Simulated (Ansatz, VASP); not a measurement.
## InH: VASP beside Ansatz

Wanted: the spread between two codes on one cell, functional and k mesh. The cell is generated by rule, not measured, and may not be a known phase. The cell is taken from a series of runs on this material, whose earlier steps may have relaxed, scaled, displaced or heated it; both programs get it as it stands.

Calculated with Ansatz 0.2.0; plane waves, with VASP 6.6.1 beside it; zone-centre phonons at PBE.

The structure was built from a prototype and need not be the compound's stable phase.

## (1) The structure

It takes space group P-3m1 (No. 164, trigonal). The conventional cell has a = 3.704 Å, b = 3.704 Å, c = 5.756 Å, α = 90.00°, β = 90.00°, γ = 120.00°. Nearest to In lie 4 H at 2.27 to 2.31 Å. Nearest to H lie 4 In at 2.27 to 2.31 Å. Farther neighbours are not listed.

## (2) Ansatz: zone-centre phonons, PBE

Ansatz runs on its default PAW (the set named soft_2) files.

Second derivatives magnify differences that forces hide, and they need a tight electronic threshold.

File input.yaml:

```yaml
crystal:
  lattice:
    - [3.7036405041, 0.0, 0.0]
    - [-1.851820252, 3.2074467631, 0.0]
    - [0.0, 0.0, 5.7555768742]
  atoms:
    - { symbol: In, position: [0.3333333333, 0.6666666667, 0.2672820905] }
    - { symbol: In, position: [0.6666666667, 0.3333333333, 0.7327179095] }
    - { symbol: H, position: [0.6666666667, 0.3333333333, 0.1342530057] }
    - { symbol: H, position: [0.3333333333, 0.6666666667, 0.8657469943] }
kpoints:
  mp_grid: { grid: [12, 12, 6] }
hamiltonian:
  xc: pbe
scf:
  occupations: { method: methfessel_paxton, width: 0.15 }
output:
  eigenvalues: true
phonons:
  method: dfpt
```

Run with:

```bash
ansatz run input.yaml --threads 4 --pin off --max-ram 7168MiB --backend cpu --events-out ev --progress --plain --runs-dir out
```

Numbers of over 12 decimals in the logs are rounded to 6 here.

Output:

```text
Engine: ansatz 0.2.0, aarch64-unknown-linux-gnu
Pseudopotentials: kind: paw
Pseudopotential: In, paw, valence charge 13, recommended cutoff 420 eV (normal), In.paw.azcp
Pseudopotential: H, paw, valence charge 1, recommended cutoff 420 eV (normal), H.paw.azcp
Functional definition: PBE
  parameter kappa = 0.804
  parameter beta = 0.066725
  exchange = pbe_x(kappa = kappa, mu = beta*pi^2/3)
  correlation = pbe_c(beta = beta)
Crystal: 4 atoms, lattice volume = 68.372 Å³
Basis set: ecut = 420 eV, 1339 PW (Γ), exchange–correlation on 50×50×80 points (8 copies of the dense FFT grid, shifted against one another)
Bands: 18, of which v1, the nominal top of the filled ones, is band 14 counted from 1 (13 counted from 0)
Symmetry: 12 space group operations
k-points: 242 of 864 (irreducible under 2 space group operations, time reversal used)
Non-local potential: In, projectors of the file, l = 0: 2, l = 1: 2, l = 2: 2, l = 3: 2
Non-local potential: H, projectors of the file, l = 0: 2, l = 1: 1
PAW form: soft (Blöchl's): semilocal exchange-correlation on the pseudo side does not see the compensation charge
PAW one-centre angular grid: In, 590 points (default); XC on 64 Gauss nodes
PAW one-centre angular grid: H, 110 points (default); XC on 64 Gauss nodes
Initial density: superposition of atomic densities (neutral atoms: chi_scale 0, normalization atom), corrected by the library's trained network
Initial wavefunctions: pseudopotential atomic-orbital guess
Functional: x = pbe(κ = 0.804, μ = 0.219515), c = pbe(β = 0.066725)
SCF iter   1: F=—  HF=-11225.988558 eV  |F-HF|=—  |Δ(HF+E_count)|=         —  Δρ=3.18e-3  dr2=1.35e-2  ethr=1.77e-3  ⟨swp⟩=5.5  Hψ=21090  notcnv=0
preconditioner: auto → Resta (q_TF=auto, 2.351 Å⁻¹)  ε∞=3.7  [insulator: Δε(μ)=0.148 eV  Ē_g=14.566 eV  σ=0.150 eV  W_gap=0.60  n_scr=22 (ndim 8)  ℏωp=23.8 eV  f_vac=0.004  D(μ)=0.45/eV (n_scr^D=2)  ε∞_Penn≈3.7]
SCF iter   2: F=—  HF=-11225.984915 eV  |F-HF|=—  |Δ(HF+E_count)|=   3.64e-3  S|Δr|=    0.00e0  Δρ=1.69e-3  dr2=2.78e-3  ethr=4.83e-5  ⟨swp⟩=1.4  Hψ=7524  notcnv=0
SCF iter   3: F=—  HF=-11225.984852 eV  |F-HF|=—  |Δ(HF+E_count)|=   6.28e-5  S|Δr|=    0.00e0  Δρ=5.47e-4  dr2=2.65e-4  ethr=9.92e-6  ⟨swp⟩=2.6  Hψ=7198  notcnv=0
SCF iter   4: F=—  HF=-11225.984857 eV  |F-HF|=—  |Δ(HF+E_count)|=   5.32e-6  S|Δr|=    0.00e0  Δρ=1.42e-4  dr2=2.37e-5  ethr=9.47e-7  ⟨swp⟩=2.4  Hψ=7727  notcnv=0
SCF iter   5: F=—  HF=-11225.984863 eV  |F-HF|=—  |Δ(HF+E_count)|=   5.41e-6  S|Δr|=    0.00e0  Δρ=3.64e-5  dr2=1.48e-6  ethr=8.45e-8  ⟨swp⟩=2.0  Hψ=4968  notcnv=0
SCF iter   6: F=—  HF=-11225.984862 eV  |F-HF|=—  |Δ(HF+E_count)|=   4.28e-7  S|Δr|=    0.00e0  Δρ=8.65e-6  dr2=3.43e-8  ethr=5.27e-9  ⟨swp⟩=2.8  Hψ=7193  notcnv=0
SCF iter   7: F=—  HF=-11225.984862 eV  |F-HF|=—  |Δ(HF+E_count)|=   2.28e-8  S|Δr|=    0.00e0  Δρ=2.18e-6  dr2=2.12e-9  ethr=1.23e-10  ⟨swp⟩=2.0  Hψ=7713  notcnv=0
SCF iter   8: F=—  HF=-11225.984862 eV  |F-HF|=—  |Δ(HF+E_count)|=  3.46e-10  S|Δr|=    0.00e0  Δρ=2.30e-7  dr2=2.81e-11  ethr=7.57e-12  ⟨swp⟩=2.0  Hψ=7712  notcnv=0
SCF iter   9: F=-11225.984862 eV  HF=-11225.984862 eV  |F-HF|=3.64e-12  |Δ(HF+E_count)|=  7.28e-12  S|Δr|=    0.00e0  Δρ=4.77e-8  dr2=1.54e-12  ethr=1.00e-12  ⟨swp⟩=5.7  Hψ=17973  notcnv=0
SCF 1 converged in 9 iterations: F = -11225.984862 eV  dr2 = 1.54e-12
  greatest PAW one-centre occupation: 0.983 electrons in one spin orbital (limit 2), on the In atom at site 1 (counted from 0), in its partial waves of l = 2
DFPT response loops at Γ: preconditioner auto → Kerker (q_TF=auto, 2.351 Å⁻¹) (partly filled bands, converged f_vac=0.001); β = 1.00, the filter's whole step (`scf.mixing.beta` (0.50) is not read by the response loops under this deck's `scf.mixing.preconditioner`; to damp them name `kerker` or `kerker_dos`, under which they read `scf.mixing.beta`, and type it under 1.00, their step now; both keys bind the ground state too); Broyden in place of MSR1
SCF converged after 9 iterations
Stability not checked: this state was not tested for a lower state beside it, because cold or Methfessel-Paxton smearing, or corrected tetrahedra, fill the levels in a way that the test cannot read (fill_not_monotonic; see scf.lower_state_search)
Free energy (F): -11225.984862 eV
Harris-Foulkes:  -11225.984862 eV  (|F-HF|=3.64e-12)
Internal energy: -11225.986384 eV  (E = F + TS)
E sigma→0 (E₀):  -11225.985243 eV
Entropy (-TS):   0.001522 eV (0.380 meV/atom)
Fermi energy:    7.633112 eV
--- Per-component energies (eV) ---
  E_band       = -109.879025
  E_kinetic    = 506.505958
  E_local      = -2422.391420  (includes V_loc(G=0)·N_el)
  E_nonlocal   = 735.274298
  E_hartree    = 944.927274
  E_xc         = -448.815156
  E_vxc        = -221.540370  (∫ρ·V_xc dr)
  E_paw        = -8304.389981  (= ΣΔE_a)
  E_vpaw       = -597.580007  (= ΣTr[D̂ρ^β])
  E_aug_tail   = -0.002074  (compensation charges beyond the density's cutoff)
  E_ewald      = -2237.095283
  E_smearing   = 0.001522  (= −TS)
  E_closure    = -0.000000  (closes the sum)
  Σ components = -11225.984862   (vs F -11225.984862, Δ=0.00e0)
--- Band table (eV; the first three rows and the last of 242) ---
  k-point 0: bands = [... 10 lower, -1.9810, 2.2276, 3.7869, 9.1710, 13.0677, 13.0677, 13.3744, 15.0450]
  k-point 1: bands = [... 10 lower, -1.8656, 1.3956, 4.8150, 9.1953, 13.1888, 13.1888, 13.2352, 14.9457]
  k-point 2: bands = [... 10 lower, -1.5416, 0.3468, 6.3357, 9.3317, 12.3322, 13.5364, 13.5364, 13.8186]
  k-point 241: bands = [... 10 lower, 1.3105, 2.4898, 4.3294, 5.8862, 8.0626, 8.1211, 11.0403, 12.8720]
--- Phonons (Γ-DFPT): 4 representative perturbations + reference, on 242 of 864 k-points (Σ response iterations 14) ---
  k mesh reduced under 2 symmetry operations, with k and −k counted as one. Each operation leaves every solved perturbation unchanged. A smaller set is not used because it would not reduce the number of displacements times k-points to solve
  ASR residual: 8.798e-6 → 0.000e0 eV/Å²; symmetrization residual: 6.122e-7 eV/Å²
  ASR residual per site (eV/Å²): 8.80e-6 8.80e-6 8.28e-6 8.28e-6
  Γ frequencies (cm⁻¹): -127.81 0.00 0.00 0.00 41.25 41.25 95.39 246.14 246.14 621.13 621.13 749.87
  non-analytic LO–TO correction: not included (Born effective charges unavailable; polar crystals: no LO–TO splitting at Γ)
```

(Continued in part 2 of 2.)

[Lines on the potential files, build, host, timing and source positions are cut from VASP's logs without a mark.]

[Logs are printed without paths, hosts, clocks, repeated set-up lines and the standing remarks that a program may print on its own settings, such as how far it seeks lower states.]

[Hosts, paths, dates, database ids (printed as entryN), source tags and the programs' standing remarks are cut or masked in the printed files.]
